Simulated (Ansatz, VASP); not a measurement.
# PbF2 (Fluorocronite): VASP beside Ansatz, part 2 of 3

Aim: how closely do two programs agree when they are given the same cell, functional and k mesh? The cell is taken from a series of VASP runs on this material, whose earlier steps may have relaxed, scaled or displaced it; both programs get it as it stands. Valence electrons are named where the data sets of a main pair hold unlike numbers.

VASP 6.6.1 and Ansatz 0.2.0.

So far. Step 2 (VASP: band structure, PBE): The run ends at a pressure of 1.13 GPa.

## (6) VASP: band structure, r2SCAN

Level of this step: r2SCAN; plane waves and PAW (Pb_d, F) (VASP).

The same path points are solved in both programs, so levels can be compared one by one.

INCAR reads:

```
SYSTEM = PbF2
PREC = Accurate
ENCUT = 460
EDIFF = 1E-06
NELM = 100
ISMEAR = 0
SIGMA = 0.03
LREAL = .FALSE.
ALGO = Normal
METAGGA = R2SCAN
LASPH = .TRUE.
NBANDS = 27
LORBIT = 11
LWAVE = .FALSE.
LCHARG = .FALSE.
KPAR = 4
```

POSCAR reads:

```
PbF2
1.0
    0.0000000000      2.9653000000      2.9653000000
    2.9653000000      0.0000000000      2.9653000000
    2.9653000000      2.9653000000      0.0000000000
Pb F
1 2
Direct
    0.0000000000      0.0000000000      0.0000000000
    0.7500000000      0.7500000000      0.7500000000
    0.2500000000      0.2500000000      0.2500000000
```

KPOINTS reads:

```
Automatic mesh
0
Gamma
6 6 6
0 0 0
```

KPOINTS_OPT reads:

```
Line mode
10
Line-mode
Reciprocal
  0.00000000   0.00000000   0.00000000 GAMMA
  0.50000000   0.00000000   0.50000000 X

  0.50000000   0.00000000   0.50000000 X
  0.50000000   0.25000000   0.75000000 W

  0.50000000   0.25000000   0.75000000 W
  0.37500000   0.37500000   0.75000000 K

  0.37500000   0.37500000   0.75000000 K
  0.00000000   0.00000000   0.00000000 GAMMA

  0.00000000   0.00000000   0.00000000 GAMMA
  0.50000000   0.50000000   0.50000000 L

  0.50000000   0.50000000   0.50000000 L
  0.62500000   0.25000000   0.62500000 U

  0.62500000   0.25000000   0.62500000 U
  0.50000000   0.25000000   0.75000000 W

  0.50000000   0.25000000   0.75000000 W
  0.50000000   0.50000000   0.50000000 L

  0.50000000   0.50000000   0.50000000 L
  0.37500000   0.37500000   0.75000000 K

  0.62500000   0.25000000   0.62500000 U
  0.50000000   0.00000000   0.50000000 X
```

PAW data sets: Pb_d and F (PBE family, release 64).

Run with:

```
> mpirun -np 4 vasp_std
```

Numbers of over 12 decimals in the logs are rounded to 6 here.

Log:

```text
[banner, memory and clock lines left out]
running    4 mpi-ranks, on    1 nodes
[...]
|                                                                             |
|               ----> ADVICE to this user running VASP <----                  |
|                                                                             |
|     You enforced a specific xc type in the INCAR file but a different       |
|     [... a line on the potential file left out ...]
|     I HOPE YOU KNOW WHAT YOU ARE DOING!                                     |
|                                                                             |

 LDA part: xc-table for (None), standard interpolation
 POSCAR, INCAR and KPOINTS ok, starting setup
[...]
entering main loop
       N       E                     dE             d eps       ncg     rms          rms(c)
DAV:   1     0.204353108802E+03    0.20435E+03   -0.13273E+04   896   0.110E+03
DAV:   2    -0.587324389682E+02   -0.26309E+03   -0.24329E+03   951   0.335E+02
[...]
1 F= -.70170623E+02 E0= -.70170623E+02  d E =-.787097E-37
 Start KPOINTS_OPT (optional k-point list driver)
k-point batch [1-16\100]
       N       E                     dE             ncg
DAV:   1     0.109501024283E+04   -0.90746E+04      888
DAV:   2    -0.330447585459E+04   -0.43995E+04      935
DAV:   3    -0.371222450112E+04   -0.40775E+03     1008
DAV:   4    -0.372260137236E+04   -0.10377E+02     1056
DAV:   5    -0.372292428804E+04   -0.32292E+00     1188
DAV:   6    -0.372293493537E+04   -0.10647E-01     1098
DAV:   7    -0.372293543708E+04   -0.50171E-03     1249
DAV:   8    -0.372293545021E+04   -0.13130E-04      919
DAV:   9    -0.372293545030E+04   -0.85196E-07      695
[...]
k-point batch [97-100\100]
       N       E                     dE             ncg
DAV:   1     0.109263647668E+05   -0.34511E+04      227
DAV:   2     0.986802665555E+04   -0.10583E+04      235
DAV:   3     0.976774634831E+04   -0.10028E+03      243
DAV:   4     0.976526175769E+04   -0.24846E+01      304
DAV:   5     0.976518707021E+04   -0.74687E-01      293
DAV:   6     0.976518441835E+04   -0.26519E-02      304
DAV:   7     0.976518419448E+04   -0.22388E-03      312
DAV:   8     0.976518419162E+04   -0.28597E-05      288
DAV:   9     0.976518419160E+04   -0.15814E-07      184
```

OUTCAR, selected parts (step 6):

```text
  Total       -0.5517224     -0.5517224     -0.5517224      0.0000000     -0.0000000      0.0000000
  in kB      -16.9509999    -16.9509999    -16.9509999      0.0000000     -0.0000000      0.0000000
  external PRESSURE =     -16.9509999 kB  Pullay stress =       0.0000000 kB

 POSITION                                       TOTAL-FORCE (eV/Angst)
 -----------------------------------------------------------------------------------
      0.00000      0.00000      0.00000        -0.000000      0.000000      0.000000
      4.44795      4.44795      4.44795        -0.000000     -0.000000     -0.000000
      1.48265      1.48265      1.48265         0.000000     -0.000000      0.000000
 -----------------------------------------------------------------------------------
    total drift:                                0.000000     -0.000000      0.000000

  FREE ENERGIE OF THE ION-ELECTRON SYSTEM (eV)
  ---------------------------------------------------
  free  energy   TOTEN  =       -70.1706228006 eV

  energy  without entropy=      -70.1706228006  energy(sigma->0) =      -70.17062280

[... 2 parts as in an earlier step ...]

[... 1 further part left out ...]
[key lines of the parts left out:]
E-fermi :   1.7244
```

The run ends at a pressure of -1.70 GPa.

## (7) Ansatz: band structure, r2SCAN

The same cell, functional, mesh and smearing now go to Ansatz, which takes its cutoff from its data sets.

The cell is taken from a series of VASP runs on this material, whose earlier steps may have relaxed, scaled or displaced it; both programs get it as it stands.

input.yaml reads:

```yaml
crystal:
  lattice:
    - [0.0, 2.9653, 2.9653]
    - [2.9653, 0.0, 2.9653]
    - [2.9653, 2.9653, 0.0]
  atoms:
    - { symbol: Pb, position: [0.0, 0.0, 0.0] }
    - { symbol: F, position: [0.75, 0.75, 0.75] }
    - { symbol: F, position: [0.25, 0.25, 0.25] }
hamiltonian:
  xc: r2scan
  pseudopotentials: { kind: paw }
kpoints:
  mp_grid: { grid: [6, 6, 6] }
  band_path:
    path:
      - [0.0, 0.0, 0.0]
      - [0.16667, 0.0, 0.16667]
      - [0.33333, 0.0, 0.33333]
      - [0.5, 0.0, 0.5]
      - [0.5, 0.08333, 0.58333]
      - [0.5, 0.19444, 0.69444]
      - [0.5, 0.25, 0.75]
      - [0.45833, 0.29167, 0.75]
      - [0.40278, 0.34722, 0.75]
      - [0.375, 0.375, 0.75]
      - [0.20833, 0.20833, 0.41667]
      - [0.08333, 0.08333, 0.16667]
      - [0.0, 0.0, 0.0]
      - [0.22222, 0.22222, 0.22222]
      - [0.38889, 0.38889, 0.38889]
      - [0.51389, 0.47222, 0.51389]
      - [0.55556, 0.38889, 0.55556]
      - [0.61111, 0.27778, 0.61111]
      - [0.61111, 0.25, 0.63889]
      - [0.56944, 0.25, 0.68056]
      - [0.51389, 0.25, 0.73611]
      - [0.5, 0.27778, 0.72222]
      - [0.5, 0.38889, 0.61111]
      - [0.5, 0.47222, 0.52778]
      - [0.48611, 0.48611, 0.52778]
      - [0.43056, 0.43056, 0.63889]
      - [0.38889, 0.38889, 0.72222]
      - [0.59722, 0.19444, 0.59722]
      - [0.55556, 0.11111, 0.55556]
      - [0.5, 0.0, 0.5]
    npoints: 1
scf:
  occupations: { method: gaussian, width: 0.03 }
  n_extra_bands: 7
output:
  forces: true
  stress: true
  eigenvalues: true
```

Run with:

```
> ansatz run input.yaml --threads 2 --pin off --max-ram 4608MiB --backend cpu --events-out ev --progress --plain --runs-dir out
```

Log:

```text
[...]
Crystal: 3 atoms, lattice volume = 52.148 Å³
Basis set: ecut = 500 eV, 1363 PW (Γ), exchange–correlation on 128×128×128 points (64 copies of the dense FFT grid, shifted against one another)
Bands: 21, of which v1, the nominal top of the filled ones, is band 14 counted from 1 (13 counted from 0)
Symmetry: 48 space group operations
[...]
k-points: 16 of 216
[...]
k-point 0: bands = [... 10 lower, 1.9711, 2.4784, 2.4784, 2.4784, 11.9269, 11.9269, 11.9269, 15.3113, ... 3 higher]
  k-point 1: bands = [... 10 lower, 1.9257, 2.4338, 2.4338, 3.1788, 11.0142, 12.1522, 12.1522, 16.8232, ... 3 higher]
  k-point 2: bands = [... 10 lower, 1.8377, 2.3443, 2.3443, 4.1487, 10.2024, 12.6173, 12.6173, 18.0655, ... 3 higher]
  k-point 15: bands = [... 10 lower, 2.3029, 2.8347, 2.9434, 4.5899, 10.3848, 12.0606, 12.5736, 14.7515, ... 3 higher]
[key lines of the parts left out:]
SCF converged after 7 iterations
Free energy (F): -13542.237740 eV
Fermi energy:    7.075601 eV
P = ⅓ Tr σ = -0.3622 GPa (-3.622 kbar)
```

Elapsed: 5.1 s, on 2 threads of Arm Neoverse N1, shared host; peak memory 0.44 GiB.

## (8) Differences

What differs besides the data sets and the points named for the pairs above, as far as they apply: VASP keeps PBE cores, Ansatz makes them for the functional; the cutoff is 500 eV in Ansatz and 460 eV in VASP. Total energies have different zeros and are not compared.

Compared:

| quantity | Ansatz | VASP | difference |
| --- | --- | --- | --- |
| pressure (GPa) | -0.36 | -1.70 | +1.33 |
| pressure without Ansatz's Pulay correction (GPa) | -0.44 | -1.70 | +1.25 |
| gap over the path points (eV) | 4.933 | 4.935 | -0.002 |

Levels at points of the path, from each program's valence-band top (eV; 4 filled, then empty):

| k (reciprocal lattice) | Ansatz | VASP |
| --- | --- | --- |
| 0.000 0.000 0.000 | -2.65 -2.15 -2.15 -2.15 7.30 7.30 7.30 | -2.64 -2.13 -2.13 -2.13 7.30 7.30 7.30 |
| 0.167 0.000 0.167 | -2.44 -2.01 -2.01 -1.51 6.11 7.62 7.62 | -2.42 -1.99 -1.99 -1.50 6.11 7.62 7.62 |
| 0.333 0.000 0.333 | -1.98 -1.82 -1.82 -0.56 5.10 8.19 8.19 | -1.96 -1.80 -1.80 -0.56 5.10 8.20 8.20 |
| 0.500 0.000 0.500 | -1.74 -1.74 -1.74 -0.14 4.93 8.44 8.44 | -1.72 -1.72 -1.72 -0.14 4.93 8.45 8.45 |
| 0.500 0.083 0.583 | -1.90 -1.77 -1.70 -0.11 5.16 8.15 8.20 | -1.89 -1.75 -1.69 -0.11 5.16 8.15 8.21 |
| 0.500 0.194 0.694 | -2.49 -1.79 -1.68 -0.02 6.02 7.15 7.90 | -2.47 -1.77 -1.66 -0.02 6.02 7.16 7.91 |
| 0.500 0.250 0.750 | -2.83 -1.80 -1.67 0.00 6.57 6.57 7.86 | -2.81 -1.78 -1.65 0.00 6.58 6.58 7.87 |
| 0.458 0.292 0.750 | -2.57 -1.81 -1.69 -0.01 6.18 6.92 7.97 | -2.56 -1.79 -1.67 -0.01 6.19 6.93 7.98 |
| 0.403 0.347 0.750 | -2.28 -1.86 -1.74 -0.03 5.87 7.08 8.36 | -2.26 -1.84 -1.72 -0.03 5.87 7.09 8.36 |
| 0.375 0.375 0.750 | -2.22 -1.89 -1.74 -0.04 5.83 7.10 8.44 | -2.21 -1.87 -1.73 -0.04 5.83 7.10 8.45 |

Among the levels compared at these points, filled levels agree within 20 meV and empty ones within 11 meV. Ansatz's pressure holds a Pulay correction of 0.08 GPa; VASP's holds none.

## (9) What the set-up changes

Further runs change the set-up of one program: Ansatz's method, potentials or start, or VASP's data sets, cutoff or form of LDA. The table gives Ansatz less VASP for each quantity, since a change that brings one quantity closer may part another.

| run | pressure (GPa) | gap over the path points (eV) | pressure without Ansatz's Pulay correction (GPa) |
| --- | --- | --- | --- |
| as above | 1.3 | -0.0023 | 1.3 |
| cores kept as stored | 1.4 | -0.0019 | 1.3 |
| Ansatz's all-electron LAPW method | 1.3 | -0.0012 |  |
| Ansatz's larger PAW set (cutoff 1300 eV) | 1.3 | 0.0064 |  |
| norm-conserving potentials (cutoff 1250 eV) | 1.1 | 0.033 |  |

## (10) VASP: band structure, r2SCAN, spin-orbit coupling

Levels along a path test the potential and the projectors away from the mesh points.

Changes to INCAR since step 6:

```diff
@@ -11,3 +11,7 @@
 LASPH = .TRUE.
-NBANDS = 27
+LNONCOLLINEAR = .TRUE.
+MAGMOM = 0 0 0 0 0 0 0 0 0
+NBANDS = 40
+GGA_COMPAT = .FALSE.
+LSORBIT = .TRUE.
 LORBIT = 11
```

POSCAR is that of step 6.

KPOINTS is that of step 6.

KPOINTS_OPT is that of step 6.

Run with:

```
> mpirun -np 4 vasp_ncl
```

Log:

```text
[banner, memory and clock lines left out]
running    4 mpi-ranks, on    1 nodes
[...]
[... a notice as in an earlier step ...]

 LDA part: xc-table for (None), standard interpolation
 POSCAR, INCAR and KPOINTS ok, starting setup
[...]
entering main loop
       N       E                     dE             d eps       ncg     rms          rms(c)
DAV:   1     0.299011329801E+03    0.29901E+03   -0.13096E+04  1280   0.152E+03
DAV:   2    -0.329477108163E+02   -0.33196E+03   -0.30888E+03  1376   0.462E+02
DAV:   3    -0.784377558092E+02   -0.45490E+02   -0.44553E+02  1520   0.195E+02
DAV:   4    -0.803562905150E+02   -0.19185E+01   -0.19157E+01  1536   0.435E+01
[...]
DAV:  14    -0.704278370721E+02    0.69677E-05   -0.98727E-05  1448   0.100E-01    0.131E-02
DAV:  15    -0.704278348332E+02    0.22389E-05   -0.70896E-06  1472   0.264E-02    0.604E-03
DAV:  16    -0.704278343391E+02    0.49404E-06   -0.13969E-06  1168   0.114E-02
   1 F= -.70427834E+02 E0= -.70427834E+02  d E =-.893649E-21  mag=    -0.0000     0.0000    -0.0000
 Start KPOINTS_OPT (optional k-point list driver)
k-point batch [1-16\100]
       N       E                     dE             ncg
DAV:   1     0.219315185060E+04   -0.69410E+04     1296
DAV:   2    -0.296391753087E+04   -0.51571E+04     1400
DAV:   3    -0.369790816438E+04   -0.73399E+03     1480
DAV:   4    -0.372975818574E+04   -0.31850E+02     1504
DAV:   5    -0.373099240537E+04   -0.12342E+01     1752
DAV:   6    -0.373103757846E+04   -0.45173E-01     1664
DAV:   7    -0.373103880986E+04   -0.12314E-02     1800
DAV:   8    -0.373103882098E+04   -0.11117E-04     1608
DAV:   9    -0.373103882114E+04   -0.16481E-06      952
[...]
k-point batch [97-100\100]
       N       E                     dE             ncg
DAV:   1     0.109634540102E+05   -0.29645E+04      320
DAV:   2     0.969554048011E+04   -0.12679E+04      344
DAV:   3     0.951471173162E+04   -0.18083E+03      392
DAV:   4     0.950713639915E+04   -0.75753E+01      352
DAV:   5     0.950683298839E+04   -0.30341E+00      464
DAV:   6     0.950682405084E+04   -0.89376E-02      400
DAV:   7     0.950682378522E+04   -0.26562E-03      480
DAV:   8     0.950682378309E+04   -0.21314E-05      352
DAV:   9     0.950682378304E+04   -0.45027E-07      256
```

Parts of OUTCAR (step 10):

```text
  Total       -0.5527036     -0.5527036     -0.5527036      0.0000000     -0.0000000      0.0000000
  in kB      -16.9811437    -16.9811437    -16.9811437      0.0000000     -0.0000000      0.0000000
  external PRESSURE =     -16.9811437 kB  Pullay stress =       0.0000000 kB

 POSITION                                       TOTAL-FORCE (eV/Angst)
 -----------------------------------------------------------------------------------
      0.00000      0.00000      0.00000        -0.000000      0.000000      0.000000
      4.44795      4.44795      4.44795        -0.000000     -0.000000     -0.000000
      1.48265      1.48265      1.48265         0.000000      0.000000      0.000000
 -----------------------------------------------------------------------------------
    total drift:                                0.000000      0.000000      0.000000

  FREE ENERGIE OF THE ION-ELECTRON SYSTEM (eV)
  ---------------------------------------------------
  free  energy   TOTEN  =       -70.4278343391 eV

  energy  without entropy=      -70.4278343391  energy(sigma->0) =      -70.42783434

 magnetization (x)
# of ion       s       p       d       tot
------------------------------------------
    1        0.000   0.000   0.000   0.000
    2        0.000   0.000   0.000   0.000
    3       -0.000   0.000   0.000   0.000
--------------------------------------------------
tot          0.000   0.000   0.000   0.000

 magnetization (y)
# of ion       s       p       d       tot
------------------------------------------
    1        0.000   0.000   0.000   0.000
    2        0.000   0.000   0.000   0.000
    3        0.000   0.000   0.000   0.000
--------------------------------------------------
tot          0.000   0.000   0.000   0.000

 magnetization (z)
# of ion       s       p       d       tot
------------------------------------------
    1        0.000  -0.000   0.000   0.000
    2        0.000   0.000   0.000   0.000
    3        0.000   0.000   0.000   0.000
--------------------------------------------------
tot          0.000   0.000   0.000   0.000

[... 1 part as in an earlier step ...]

[... 2 further parts left out ...]
[key lines of the parts left out:]
E-fermi :   1.6355
```

VASP adds spin-orbit coupling inside the spheres on scalar-relativistic partial waves, which describe the 6p1/2 states imperfectly, so such gaps can be off by a tenth of an eV or more.

(Continued in part 3 of 3.)

[Lines on the potential files, build, host, timing and source positions are cut from VASP's logs without a mark.]

[Logs are printed without paths, hosts, clocks, repeated set-up lines and the standing remarks that a program may print on its own settings, such as how far it seeks lower states.]

[Hosts, paths, dates, database ids (printed as entryN), source tags and the programs' standing remarks are cut or masked in the printed files.]
